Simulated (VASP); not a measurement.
An input for Ansatz (written as the equivalent of a VASP run, and not itself run):

Ansatz 0.2 input:
```yaml
crystal:
  lattice:
    - [1.5763346, -2.7302913, 0.0000000]
    - [1.5763346, 2.7302913, 0.0000000]
    - [0.0000000, 0.0000000, 12.1790951]
  atoms:
    - { symbol: Mo, position: [0.3333330, 0.6666670, 0.2500000] }
    - { symbol: Mo, position: [0.6666670, 0.3333330, 0.7500000] }
    - { symbol: S, position: [0.3333330, 0.6666670, 0.8783482] }
    - { symbol: S, position: [0.6666670, 0.3333330, 0.3783482] }
    - { symbol: S, position: [0.6666670, 0.3333330, 0.1216518] }
    - { symbol: S, position: [0.3333330, 0.6666670, 0.6216518] }
kpoints:
  mp_grid: { grid: [9, 9, 2] }
hamiltonian:
  xc: pbe
  dispersion: d4
  pseudopotentials: { kind: paw }
scf:
  occupations: { method: tetrahedron }
  max_iter: 100
output: { forces: true, stress: true, eigenvalues: true }
```

### Question
Write the VASP files for the same calculation (PBE-D4).

### Answer
Several could match; the one computed here: 
INCAR:
```
SYSTEM = MoS2
PREC = Accurate
ENCUT = 520
EDIFF = 1E-7
NELM = 100
ALGO = Normal
LREAL = .FALSE.
LASPH = .TRUE.
ISMEAR = -5
GGA = PE
IVDW = 13
LMAXMIX = 4
LWAVE = .FALSE.
LCHARG = .TRUE.
LORBIT = 11
NEDOS = 601
ISIF = 2
LEFG = .TRUE.
```

File KPOINTS:
```
Automatic mesh
0
Gamma
9 9 2
0 0 0
```

POSCAR:
```
MoS2
1.0
  1.5763345934  -2.7302913315   0.0000000000
  1.5763345934   2.7302913315   0.0000000000
  0.0000000000   0.0000000000  12.1790950534
Mo S
2 4
direct
  0.3333330000   0.6666670000   0.2500000000
  0.6666670000   0.3333330000   0.7500000000
  0.3333330000   0.6666670000   0.8783482327
  0.6666670000   0.3333330000   0.3783482327
  0.6666670000   0.3333330000   0.1216517673
  0.3333330000   0.6666670000   0.6216517673
```

POTCAR, in this order: Mo_sv S (PBE.64 set). Program: vasp_std.

Limits of the translation: each code has its own PAW files, so the cut-off isn't converted (ENCUT is set for VASP's; basis.ecutwfc is left out, and Ansatz then takes the one that its files recommend); Ansatz stops its SCF on the density residual and VASP on the energy change (EDIFF); the field gradients of LEFG aren't asked of the other code.

The compound is MoS2 in the 2H layered structure. It was relaxed first.
